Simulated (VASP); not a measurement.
# Zr2Ni: structure and properties in VASP, part 8 of 17

Aim: relax Zr2Ni, then compute properties on the relaxed cell. The start is a cell from a database of measured crystal structures.

VASP 6.6.1, plane waves and PAW; the level of theory is named at each step.

Still holding for the runs below: This run allows spin, but its moments start at zero, where symmetry between the spins tends to hold them, which is where the search above led.

So far. Step 7 (The orders side by side): All patterns lost their moments. Runs that ended non-magnetic differ by up to 0.7 meV an atom among themselves, which can come from the unlike meshes of the cells or from a run that isn't fully settled. The session goes on with moments started at or near zero. Step 8 (Relaxing cell and atoms (r2SCAN + rVV10)): It ends with a largest force of 0.001 eV/Å and a pressure of 0.02 GPa.

## Step 9: Second relaxation

Level of this step: r2SCAN with rVV10, zero-moment start; plane waves and PAW (Zr_sv, Ni) (VASP).

A relaxation keeps the plane waves of the cell it began with, so it is repeated from the new cell, on a basis made for it.

The input, INCAR:

```
SYSTEM = Zr2Ni
PREC = Accurate
ENCUT = 400
EDIFF = 1E-06
NELM = 100
ISMEAR = 1
SIGMA = 0.2
LREAL = .FALSE.
ALGO = Normal
METAGGA = R2SCAN
LUSE_VDW = .TRUE.
IVDW_NL = 2
BPARAM = 11.95
CPARAM = 0.0093
LASPH = .TRUE.
NBANDS = 45
ISPIN = 2
MAGMOM = -0 -0 -0 -0 0 0
LMAXMIX = 4
LORBIT = 11
LWAVE = .FALSE.
LCHARG = .FALSE.
KPAR = 8
IBRION = 2
NSW = 60
ISIF = 3
EDIFFG = -0.01
```

The input, POSCAR:

```
Zr2Ni
1.0
   -3.2248219807      3.2248219807      2.6123026764
    3.2248219807     -3.2248219807      2.6123026764
    3.2248219807      3.2248219807     -2.6123026764
Zr Ni
4 2
Direct
    0.6641183882      0.1641183882      0.8282367764
    0.1641183882      0.3358816118      0.5000000000
    0.3358816118      0.8358816118      0.1717632236
    0.8358816118      0.6641183882      0.5000000000
    0.2500000000      0.2500000000      0.0000000000
    0.7500000000      0.7500000000      0.0000000000
```

The input, KPOINTS:

```
Automatic mesh
0
Gamma
7 7 7
0 0 0
```

PAW data sets: Zr_sv and Ni (PBE family, release 64).

On the command line:

```
> mpirun -np 8 vasp_std
```

Output:

```text
[... set-up lines as in an earlier step ...]
 entering main loop
       N       E                     dE             d eps       ncg     rms          rms(c)
Total rVV10 correction in eV:      1.4521748    70.4878365
Total rVV10 correction in eV:      1.4521748    70.4878365
Total rVV10 correction in eV:      1.4521748    70.4878365
Total rVV10 correction in eV:      1.4521748    70.4878365
Total rVV10 correction in eV:      1.4521748    70.4878365
Total rVV10 correction in eV:      1.4521748    70.4878365
Total rVV10 correction in eV:      1.4521748    70.4878365
Total rVV10 correction in eV:      1.4521748    70.4878365
DAV:   1     0.672458130035E+03    0.67246E+03   -0.28644E+04  7200   0.144E+03
DAV:   2    -0.585984525685E+02   -0.73106E+03   -0.70845E+03  7778   0.447E+02
DAV:   3    -0.138102125157E+03   -0.79504E+02   -0.75257E+02 10998   0.139E+02
DAV:   4    -0.147838552296E+03   -0.97364E+01   -0.95550E+01 11544   0.397E+01
DAV:   5    -0.148464558693E+03   -0.62601E+00   -0.62543E+00 11641   0.965E+00    0.386E+01
Total rVV10 correction in eV:      1.3346351    70.4878382
Total rVV10 correction in eV:      1.3346351    70.4878382
Total rVV10 correction in eV:      1.3346351    70.4878382
Total rVV10 correction in eV:      1.3346351    70.4878382
Total rVV10 correction in eV:      1.3346351    70.4878382
Total rVV10 correction in eV:      1.3346351    70.4878382
Total rVV10 correction in eV:      1.3346351    70.4878382
Total rVV10 correction in eV:      1.3346351    70.4878382
DAV:   6    -0.136713445200E+03    0.11751E+02   -0.17483E+02  8431   0.153E+02    0.443E+01
Total rVV10 correction in eV:      1.3584136    70.4878389
Total rVV10 correction in eV:      1.3584136    70.4878389
Total rVV10 correction in eV:      1.3584136    70.4878389
Total rVV10 correction in eV:      1.3584136    70.4878389
Total rVV10 correction in eV:      1.3584136    70.4878389
Total rVV10 correction in eV:      1.3584136    70.4878389
Total rVV10 correction in eV:      1.3584136    70.4878389
Total rVV10 correction in eV:      1.3584136    70.4878389
DAV:   7    -0.116185114555E+03    0.20528E+02   -0.52362E+01  9284   0.532E+01    0.107E+01
Total rVV10 correction in eV:      1.3550101    70.4878386
Total rVV10 correction in eV:      1.3550101    70.4878386
Total rVV10 correction in eV:      1.3550101    70.4878386
Total rVV10 correction in eV:      1.3550101    70.4878386
Total rVV10 correction in eV:      1.3550101    70.4878386
Total rVV10 correction in eV:      1.3550101    70.4878386
Total rVV10 correction in eV:      1.3550101    70.4878386
Total rVV10 correction in eV:      1.3550101    70.4878386
DAV:   8    -0.116035485652E+03    0.14963E+00   -0.12655E+01 10063   0.336E+01    0.118E+01
Total rVV10 correction in eV:      1.3350826    70.4878382
Total rVV10 correction in eV:      1.3350826    70.4878382
Total rVV10 correction in eV:      1.3350826    70.4878382
Total rVV10 correction in eV:      1.3350826    70.4878382
Total rVV10 correction in eV:      1.3350826    70.4878382
Total rVV10 correction in eV:      1.3350826    70.4878382
Total rVV10 correction in eV:      1.3350826    70.4878382
Total rVV10 correction in eV:      1.3350826    70.4878382
DAV:   9    -0.115495707080E+03    0.53978E+00   -0.57852E+00 10738   0.244E+01    0.403E+00
Total rVV10 correction in eV:      1.3346658    70.4878385
Total rVV10 correction in eV:      1.3346658    70.4878385
Total rVV10 correction in eV:      1.3346658    70.4878385
Total rVV10 correction in eV:      1.3346658    70.4878385
Total rVV10 correction in eV:      1.3346658    70.4878385
Total rVV10 correction in eV:      1.3346658    70.4878385
Total rVV10 correction in eV:      1.3346658    70.4878385
Total rVV10 correction in eV:      1.3346658    70.4878385
DAV:  10    -0.115458681253E+03    0.37026E-01   -0.47303E-01 10127   0.380E+00    0.256E+00
Total rVV10 correction in eV:      1.3327555    70.4878384
Total rVV10 correction in eV:      1.3327555    70.4878384
Total rVV10 correction in eV:      1.3327555    70.4878384
Total rVV10 correction in eV:      1.3327555    70.4878384
Total rVV10 correction in eV:      1.3327555    70.4878384
Total rVV10 correction in eV:      1.3327555    70.4878384
Total rVV10 correction in eV:      1.3327555    70.4878384
Total rVV10 correction in eV:      1.3327555    70.4878384
DAV:  11    -0.115441989089E+03    0.16692E-01   -0.14231E-01 10219   0.344E+00    0.542E-01
Total rVV10 correction in eV:      1.3341031    70.4878384
Total rVV10 correction in eV:      1.3341031    70.4878384
Total rVV10 correction in eV:      1.3341031    70.4878384
Total rVV10 correction in eV:      1.3341031    70.4878384
Total rVV10 correction in eV:      1.3341031    70.4878384
Total rVV10 correction in eV:      1.3341031    70.4878384
Total rVV10 correction in eV:      1.3341031    70.4878384
Total rVV10 correction in eV:      1.3341031    70.4878384
DAV:  12    -0.115444647432E+03   -0.26583E-02   -0.23879E-02  9776   0.784E-01    0.255E-01
Total rVV10 correction in eV:      1.3347078    70.4878384
Total rVV10 correction in eV:      1.3347078    70.4878384
Total rVV10 correction in eV:      1.3347078    70.4878384
Total rVV10 correction in eV:      1.3347078    70.4878384
Total rVV10 correction in eV:      1.3347078    70.4878384
Total rVV10 correction in eV:      1.3347078    70.4878384
Total rVV10 correction in eV:      1.3347078    70.4878384
Total rVV10 correction in eV:      1.3347078    70.4878384
DAV:  13    -0.115444664691E+03   -0.17259E-04   -0.91499E-04 10619   0.165E-01    0.918E-02
Total rVV10 correction in eV:      1.3349069    70.4878384
Total rVV10 correction in eV:      1.3349069    70.4878384
Total rVV10 correction in eV:      1.3349069    70.4878384
Total rVV10 correction in eV:      1.3349069    70.4878384
Total rVV10 correction in eV:      1.3349069    70.4878384
Total rVV10 correction in eV:      1.3349069    70.4878384
Total rVV10 correction in eV:      1.3349069    70.4878384
Total rVV10 correction in eV:      1.3349069    70.4878384
DAV:  14    -0.115444661202E+03    0.34891E-05   -0.83179E-05 10471   0.622E-02    0.630E-02
Total rVV10 correction in eV:      1.3349056    70.4878384
Total rVV10 correction in eV:      1.3349056    70.4878384
Total rVV10 correction in eV:      1.3349056    70.4878384
Total rVV10 correction in eV:      1.3349056    70.4878384
Total rVV10 correction in eV:      1.3349056    70.4878384
Total rVV10 correction in eV:      1.3349056    70.4878384
Total rVV10 correction in eV:      1.3349056    70.4878384
Total rVV10 correction in eV:      1.3349056    70.4878384
DAV:  15    -0.115444636677E+03    0.24525E-04   -0.28054E-05  9474   0.562E-02    0.239E-02
Total rVV10 correction in eV:      1.3349426    70.4878384
Total rVV10 correction in eV:      1.3349426    70.4878384
Total rVV10 correction in eV:      1.3349426    70.4878384
Total rVV10 correction in eV:      1.3349426    70.4878384
Total rVV10 correction in eV:      1.3349426    70.4878384
Total rVV10 correction in eV:      1.3349426    70.4878384
Total rVV10 correction in eV:      1.3349426    70.4878384
Total rVV10 correction in eV:      1.3349426    70.4878384
DAV:  16    -0.115444631479E+03    0.51982E-05   -0.14792E-05  8943   0.340E-02    0.448E-03
Total rVV10 correction in eV:      1.3349549    70.4878384
Total rVV10 correction in eV:      1.3349549    70.4878384
Total rVV10 correction in eV:      1.3349549    70.4878384
Total rVV10 correction in eV:      1.3349549    70.4878384
Total rVV10 correction in eV:      1.3349549    70.4878384
Total rVV10 correction in eV:      1.3349549    70.4878384
Total rVV10 correction in eV:      1.3349549    70.4878384
Total rVV10 correction in eV:      1.3349549    70.4878384
DAV:  17    -0.115444631913E+03   -0.43400E-06   -0.27512E-06  6456   0.740E-03
Total rVV10 correction in eV:      1.3349505    70.4878384
Total rVV10 correction in eV:      1.3349505    70.4878384
Total rVV10 correction in eV:      1.3349505    70.4878384
Total rVV10 correction in eV:      1.3349505    70.4878384
Total rVV10 correction in eV:      1.3349505    70.4878384
Total rVV10 correction in eV:      1.3349505    70.4878384
Total rVV10 correction in eV:      1.3349505    70.4878384
Total rVV10 correction in eV:      1.3349505    70.4878384
Total rVV10 correction in eV:      1.3349540    70.4878384
Total rVV10 correction in eV:      1.3349540    70.4878384
Total rVV10 correction in eV:      1.3349540    70.4878384
Total rVV10 correction in eV:      1.3349540    70.4878384
Total rVV10 correction in eV:      1.3349540    70.4878384
Total rVV10 correction in eV:      1.3349540    70.4878384
Total rVV10 correction in eV:      1.3349540    70.4878384
Total rVV10 correction in eV:      1.3349540    70.4878384
   1 F= -.11544463E+03 E0= -.11544442E+03  d E =-.115445E+03  mag=    -0.0000
 curvature:   0.00 expect dE= 0.000E+00 dE for cont linesearch  0.000E+00
 trial: gam= 0.00000 g(F)=  0.175E-06 g(S)=  0.184E-04 ort = 0.000E+00 (trialstep = 0.100E+01)
 search vector abs. value=  0.186E-04
 reached required accuracy - stopping structural energy minimisation
```

Wall time 2.1 min (8 MPI ranks of Intel Xeon 6975P-C (Granite Rapids), shared host); peak memory 4.7 GiB.

From OUTCAR (step 9):

```text
   ENCUT  =  400.0 eV  29.40 Ry    5.42 a.u.   8.57  8.57  8.57*2*pi/ulx,y,z

   NELECT =      68.0000    total number of electrons

 E-fermi :   9.4914

 spin component 1
 k-point     1 :       0.0000    0.0000    0.0000
  band No.  band energies     occupation
    ...
     29       8.5068      1.00000
     30       8.5068      1.00000
     31       8.5589      1.00000
     32       9.3120      1.01085
     33       9.3120      1.01084
     34       9.5811      0.15936
     35       9.6343      0.03505
     36       9.8761     -0.01014
     37       9.8761     -0.01014
     38      10.0582     -0.00023
    ...

 k-point     2 :       0.1429    0.0000    0.0000
  band No.  band energies     occupation
    ...
     30       8.5439      1.00000
     31       8.6269      1.00000
     32       8.7624      1.00000
     33       9.0333      1.00280
     34       9.0842      1.00711
     35       9.8545     -0.01383
     36      10.0560     -0.00024
     37      10.1248     -0.00004
     38      10.6292     -0.00000
     39      11.2400     -0.00000
    ...

  Total       -0.0225417     -0.0225417     -0.0356638      0.0000000     -0.0000000     -0.0000000
  in kB       -0.3323551     -0.3323551     -0.5258269      0.0000000     -0.0000000     -0.0000000
  external PRESSURE =      -0.3968457 kB  Pullay stress =       0.0000000 kB

 POSITION                                       TOTAL-FORCE (eV/Angst)
 -----------------------------------------------------------------------------------
      1.05851      4.28333      0.00000        -0.000673     -0.000673     -0.000000
      2.16632      1.05851      0.00000         0.000673     -0.000673     -0.000000
      2.16632     -1.05851      2.61230         0.000673      0.000673      0.000000
      1.05851      2.16632      2.61230        -0.000673      0.000673      0.000000
      0.00000      0.00000      1.30615        -0.000000      0.000000     -0.000000
      0.00000      0.00000      3.91845        -0.000000      0.000000     -0.000000
 -----------------------------------------------------------------------------------
    total drift:                                0.000000     -0.000000     -0.000000

  FREE ENERGIE OF THE ION-ELECTRON SYSTEM (eV)
  ---------------------------------------------------
  free  energy   TOTEN  =      -115.4446319130 eV

  energy  without entropy=     -115.4439989154  energy(sigma->0) =     -115.44442091

 magnetization (x)
# of ion       s       p       d       tot
------------------------------------------
    1        0.000  -0.000   0.000   0.000
    2        0.000  -0.000   0.000   0.000
    3        0.000  -0.000   0.000   0.000
    4        0.000  -0.000   0.000   0.000
    5       -0.000  -0.000   0.000   0.000
    6       -0.000  -0.000   0.000   0.000
--------------------------------------------------
tot          0.000  -0.000   0.000   0.000

[... 6 parts as in an earlier step ...]

[... 13 further parts left out ...]
```

Little changed from the start: no atom moved by 0.005 Å and no cell edge by 0.1 %.

This step gave:

* free energy (TOTEN): -115.4446 eV
* energy at zero smearing: -115.4444 eV
* pressure: -0.03968 GPa
* SCF cycles over all ionic steps: 17

It ends with a largest force of 0.001 eV/Å and a pressure of -0.04 GPa. The volume moved by under 0.01 %: the run met its threshold at the first step.

(Part 8 of 17 ends here.)

[Lines on the potential files, build, host, timing and source positions are cut from VASP's logs without a mark.]

[Logs are printed without paths, hosts, clocks, repeated set-up lines and the standing remarks that a program may print on its own settings, such as how far it seeks lower states.]

[Hosts, paths, dates, database ids (printed as entryN), source tags and the programs' standing remarks are cut or masked in the printed files.]

[A measured line is paired with the nearest computed mode of its activity, which favours agreement.]

[In band tables of VASP the shares of atoms and orbitals are scaled to a sum of 1 inside the atoms' spheres.]
